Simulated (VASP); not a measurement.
Given:

```yaml
crystal:
  lattice:
    - [0.00000, 2.19660, 2.19660]
    - [2.19660, 0.00000, 2.19660]
    - [2.19660, 2.19660, 0.00000]
  atoms:
    - { symbol: Al, position: [0.00000, 0.00000, 0.00000] }
    - { symbol: N, position: [0.25000, 0.25000, 0.25000] }
```

All values below come from optB88-vdW, VASP's PBE PAW potentials (set 64) (plane waves; VASP). Settings: 520 eV cut-off, Gaussian smearing of 0.050 eV, potentials Al N.

### Question
Predict the band gap (along the path) with the smallest direct gap where there is one.

### Answer

The band gap (along the path) comes out as 3.48 eV. The smallest direct gap (along the path) is 4.20 eV.

The compound is AlN in the zinc blende structure, a metastable form; wurtzite is the usual one. It was relaxed first.
